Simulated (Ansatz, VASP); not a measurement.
**Cross-check of KHF2 between VASP and Ansatz**

One calculation is typed for both programs; each brings its own data sets. How far apart do they land? The cell is taken from a series of runs on this material, whose earlier steps may have relaxed, scaled, displaced or heated it; both programs get it as it stands.

Method: plane waves, with VASP 6.6.1 beside it; dielectric response at PBEsol, in Ansatz 0.2.0.

### Step 1. The starting structure

The structure is tetragonal, space group I4/mcm (No. 140). Conventional cell: a = 5.670 Å, b = 5.670 Å, c = 6.810 Å, α = 90.00°, β = 90.00°, γ = 90.00°. Nearest to K lie 8 F at 2.77 Å. H has 2 F at 1.13 Å nearest. Nearest to F lie 1 H at 1.13 Å and 4 K at 2.77 Å. Farther neighbours and most contacts between anions are not listed.

Coordinates:

```cif
data_structure
_symmetry_space_group_name_H-M 'P 1'
_symmetry_Int_Tables_number 1
_cell_length_a 5.2601
_cell_length_b 5.2601
_cell_length_c 5.2601
_cell_angle_alpha 114.774
_cell_angle_beta 114.774
_cell_angle_gamma 99.319
_cell_volume 109.47
loop_
_atom_site_label
_atom_site_type_symbol
_atom_site_fract_x
_atom_site_fract_y
_atom_site_fract_z
_atom_site_occupancy
K1 K 0.25000 0.25000 0.00000 1
K2 K 0.75000 0.75000 0.00000 1
H3 H 0.50000 0.00000 0.50000 1
H4 H 0.00000 0.50000 0.50000 1
F5 F 0.64080 0.14080 0.78160 1
F6 F 0.14080 0.35920 0.50000 1
F7 F 0.35920 0.85920 0.21840 1
F8 F 0.85920 0.64080 0.50000 1
```

### Step 2. Ansatz: dielectric response, PBEsol

Ansatz runs on its default PAW (the set named soft_2) files.

The response to a field tests empty states and converges slowly with the mesh.

Contents of input.yaml:

```yaml
crystal:
  lattice:
    - [-2.835, 2.835, 3.405]
    - [2.835, -2.835, 3.405]
    - [2.835, 2.835, -3.405]
  atoms:
    - { symbol: K, position: [0.25, 0.25, 0.0] }
    - { symbol: K, position: [0.75, 0.75, 0.0] }
    - { symbol: H, position: [0.5, 0.0, 0.5] }
    - { symbol: H, position: [0.0, 0.5, 0.5] }
    - { symbol: F, position: [0.6408, 0.1408, 0.7816] }
    - { symbol: F, position: [0.1408, 0.3592, 0.5] }
    - { symbol: F, position: [0.3592, 0.8592, 0.2184] }
    - { symbol: F, position: [0.8592, 0.6408, 0.5] }
kpoints:
  mp_grid: { grid: [6, 6, 6] }
hamiltonian:
  xc: pbesol
scf:
  occupations: { method: fixed }
dielectric: {}
```

Run with:

```sh
ansatz run input.yaml --threads 4 --pin off --max-ram 5529MiB --backend cpu --events-out ev --progress --plain --runs-dir out
```

Numbers of over 12 decimals in the logs are rounded to 6 here.

The log of the run:

```text
Engine: ansatz 0.2.0, x86_64-unknown-linux-gnu
Pseudopotentials: kind: paw
Pseudopotential: K, paw, valence charge 9, recommended cutoff 420 eV (normal), K.paw.azcp
Pseudopotential: H, paw, valence charge 1, recommended cutoff 420 eV (normal), H.paw.azcp
Pseudopotential: F, paw, valence charge 7, recommended cutoff 420 eV (normal), F.paw.azcp
Functional definition: PBEsol
  exchange = pbesol_x
  correlation = pbesol_c
Crystal: 8 atoms, lattice volume = 109.467 Å³
Basis set: ecut = 420 eV, 2139 PW (Γ), exchange–correlation on 72×72×72 points (8 copies of the dense FFT grid, shifted against one another)
Bands: 32, of which v1, the nominal top of the filled ones, is band 24 counted from 1 (23 counted from 0)
Symmetry: 16 space group operations
k-points: 68 of 216 (irreducible under 2 space group operations, time reversal used)
Non-local potential: K, projectors of the file, l = 0: 3, l = 1: 2, l = 2: 2
Non-local potential: H, projectors of the file, l = 0: 2, l = 1: 1
Non-local potential: F, projectors of the file, l = 0: 2, l = 1: 2, l = 2: 1
PAW form: soft (Blöchl's): semilocal exchange-correlation on the pseudo side does not see the compensation charge
PAW frozen core: K, regenerated for the run's functional, and the local potential with it (the file was generated under x = pbe(κ = 0.804, μ = 0.219515), c = pbe(β = 0.066725))
PAW frozen core: F, regenerated for the run's functional, and the local potential with it (the file was generated under x = pbe(κ = 0.804, μ = 0.219515), c = pbe(β = 0.066725))
PAW one-centre angular grid: K, 110 points (default); XC on 64 Gauss nodes
PAW one-centre angular grid: H, 110 points (default); XC on 64 Gauss nodes
PAW one-centre angular grid: F, 110 points (default); XC on 64 Gauss nodes
Initial density: superposition of atomic densities (neutral atoms: chi_scale 0, normalization atom), corrected by the library's trained network
Initial wavefunctions: pseudopotential atomic-orbital guess
Functional: x = pbesol(κ = 0.804, μ = 0.123457), c = pbesol(β = 0.046)
SCF iter   1: F=—  HF=-6272.442902 eV  |F-HF|=—  |Δ(HF+E_count)|=         —  Δρ=9.12e-3  dr2=5.16e-2  ethr=1.77e-3  ⟨swp⟩=4.7  Hψ=8872  notcnv=0  defer=288
preconditioner: auto → Resta (q_TF=auto, 2.378 Å⁻¹)  ε∞=2.6  [insulator: Δε(μ)=6.870 eV  Ē_g=19.236 eV  n_scr=18 (ndim 8)  ℏωp=24.6 eV  f_vac=0.133  ε∞_Penn≈2.6]
SCF iter   2: F=—  HF=-6272.427885 eV  |F-HF|=—  |Δ(HF+E_count)|=   1.50e-2  Δρ=1.73e-3  dr2=1.44e-3  ethr=1.08e-4  ⟨swp⟩=2.0  Hψ=4216  notcnv=0  defer=408
SCF iter   3: F=—  HF=-6272.427813 eV  |F-HF|=—  |Δ(HF+E_count)|=   7.23e-5  Δρ=7.24e-4  dr2=3.06e-4  ethr=3.00e-6  ⟨swp⟩=3.0  Hψ=4406  notcnv=0  defer=408
SCF iter   4: F=—  HF=-6272.427909 eV  |F-HF|=—  |Δ(HF+E_count)|=   9.66e-5  Δρ=1.49e-4  dr2=1.67e-5  ethr=6.38e-7  ⟨swp⟩=2.0  Hψ=3430  notcnv=0  defer=408
SCF iter   5: F=—  HF=-6272.427918 eV  |F-HF|=—  |Δ(HF+E_count)|=   9.23e-6  Δρ=2.02e-5  dr2=5.62e-7  ethr=3.47e-8  ⟨swp⟩=2.2  Hψ=3219  notcnv=0  defer=214
SCF iter   6: F=—  HF=-6272.427919 eV  |F-HF|=—  |Δ(HF+E_count)|=   2.36e-7  Δρ=2.85e-6  dr2=7.44e-9  ethr=1.17e-9  ⟨swp⟩=2.1  Hψ=3551  notcnv=0  defer=191
SCF iter   7: F=—  HF=-6272.427919 eV  |F-HF|=—  |Δ(HF+E_count)|=   2.14e-8  Δρ=6.26e-7  dr2=3.86e-10  ethr=1.55e-11  ⟨swp⟩=3.0  Hψ=3783  notcnv=0  defer=191
SCF iter   8: F=-6272.427919 eV  HF=-6272.427919 eV  |F-HF|=2.73e-12  |Δ(HF+E_count)|=  5.20e-10  Δρ=1.37e-7  dr2=1.69e-11  ethr=1.00e-12  ⟨swp⟩=10.2  Hψ=9784  notcnv=0
SCF 1 converged in 8 iterations: F = -6272.427919 eV  dr2 = 1.69e-11
  greatest PAW one-centre occupation: 0.986 electrons in one spin orbital (limit 2), on the K atom at site 1 (counted from 0), in its partial waves of l = 0
NSCF: frozen V_eff on 3 k-points
DFPT response loops at Γ: preconditioner auto → none (the input reference at scf.mixing.eps_inf says where Resta's filter doesn't serve); β = 0.50; Broyden in place of MSR1
SCF converged after 8 iterations
Free energy (F): -6272.427919 eV
Harris-Foulkes:  -6272.427919 eV  (|F-HF|=2.73e-12)
Internal energy: -6272.427919 eV  (E = F + TS)
E sigma→0 (E₀):  -6272.427919 eV
Fermi energy:    -0.137903 eV
--- Per-component energies (eV) ---
  E_band       = -403.444635
  E_kinetic    = 1360.844955
  E_local      = -3609.010895  (includes V_loc(G=0)·N_el)
  E_nonlocal   = 325.235070
  E_hartree    = 1300.113027
  E_xc         = -600.265275
  E_vxc        = -757.342379  (∫ρ·V_xc dr)
  E_paw        = -2299.382547  (= ΣΔE_a)
  E_vpaw       = -323.403855  (= ΣTr[D̂ρ^β])
  E_aug_tail   = 0.006547  (compensation charges beyond the density's cutoff)
  E_ewald      = -2750.354341
  E_core_change = 0.385541  (= ΣΔE_core)
  E_smearing   = -0.000000  (= −TS)
  E_closure    = -0.000000  (closes the sum)
  Σ components = -6272.427919   (vs F -6272.427919, Δ=0.00e0)
--- Band table (eV; the first three rows and the last of 68) ---
  k-point 0: bands = [... 20 lower, -0.4018, -0.2727, -0.2727, -0.1931, 6.8611, 9.6581, 10.5360, 10.6696, ... 4 higher]
  k-point 1: bands = [... 20 lower, -0.4567, -0.3916, -0.2721, -0.2296, 7.2949, 9.7540, 10.6066, 10.8432, ... 4 higher]
  k-point 2: bands = [... 20 lower, -0.5141, -0.3722, -0.3091, -0.2830, 8.3748, 9.9166, 10.4956, 10.6497, ... 4 higher]
  k-point 67: bands = [... 20 lower, -0.3954, -0.3238, -0.3238, -0.1379, 9.3807, 9.9842, 10.4342, 10.8366, ... 4 higher]
--- Dielectric response (ions clamped): 2 representative field directions + reference, on 68 of 216 k-points (Σ response iterations 15) ---
  k mesh reduced under 2 symmetry operations, with k and −k counted as one. Each operation leaves every solved perturbation unchanged. A smaller set is not considered because the run solves the response to a homogeneous field
  ε∞ (high-frequency dielectric tensor):
        1.934854    -0.000000     0.000000
        0.000000     1.934854     0.000000
        0.000000     0.000000     1.875401
  Born effective charges Z* (e; rows j = field, columns β = displacement):
    site 0:
         1.14923    0.00000   -0.00000
         0.00000    1.14923   -0.00000
        -0.00000    0.00000    1.19769
    site 1:
         1.14923    0.00000   -0.00000
         0.00000    1.14923   -0.00000
         0.00000    0.00000    1.19769
    site 2:
         1.19350    0.83251    0.00000
         0.83251    1.19350    0.00000
         0.00000    0.00000    0.30963
    site 3:
         1.19350   -0.83251    0.00000
        -0.83251    1.19350    0.00000
         0.00000    0.00000    0.30963
    site 4:
        -1.17137   -0.34158   -0.00000
        -0.34158   -1.17137   -0.00000
        -0.00000   -0.00000   -0.75366
    site 5:
        -1.17137    0.34158   -0.00000
         0.34158   -1.17137    0.00000
        -0.00000    0.00000   -0.75366
    site 6:
        -1.17137   -0.34158   -0.00000
        -0.34158   -1.17137   -0.00000
        -0.00000   -0.00000   -0.75366
    site 7:
        -1.17137    0.34158    0.00000
         0.34158   -1.17137   -0.00000
         0.00000    0.00000   -0.75366
  Z* charge neutrality: 7.853e-5 e pre-enforcement
  k-mesh period / interband length: 31.6 Å / 0.83 Å = 38.08 at k = (0.0000, 0.0000, 0.0000), direct gap 7.054 eV — 14 or more, which is no proof of convergence
```

(Continued in part 2 of 2.)

[Lines on the potential files, build, host, timing and source positions are cut from VASP's logs without a mark.]

[Logs are printed without paths, hosts, clocks, repeated set-up lines and the standing remarks that a program may print on its own settings, such as how far it seeks lower states.]

[Hosts, paths, dates, database ids (printed as entryN), source tags and the programs' standing remarks are cut or masked in the printed files.]
